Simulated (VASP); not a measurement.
Cu2GeSe3 (space group Imm2): computed properties

These are PBEsol GGA, VASP's PBE PAW potentials (set 64) (plane waves; VASP 6.6.1) values and carry that method's errors.

```json
{
  "space_group": "Imm2 (44)",
  "cell": "a = 3.9670 Å, b = 11.6491 Å, c = 5.4880 Å, α = 90.00°, β = 90.00°, γ = 90.00°",
  "volume_per_atom": "21.13 Å^3/atom",
  "band gap (over mesh and band path)": "none (metal, semimetal or under 0.01 eV)",
  "density": "5.72 g/cm³"
}
```

```
Cu2GeSe3
1.0
   -1.98349     5.82457     2.74400
    1.98349    -5.82457     2.74400
    1.98349     5.82457    -2.74400
Cu Ge Se
2 1 3
Cartesian
  1.98349   3.87861  -1.30592
  0.00000   1.94596   1.43808
  0.00000   5.82457   1.28446
  1.98349   1.99909   2.72550
  1.98349  -1.99909   2.72550
  1.98349   5.82457  -2.68576
```

The structure comes from a computed database's Cu2GeSe3 entry (Imm2); how it stands against other phases isn't given here. It was relaxed first. Symmetry was kept, so distortions that lower it aren't found.
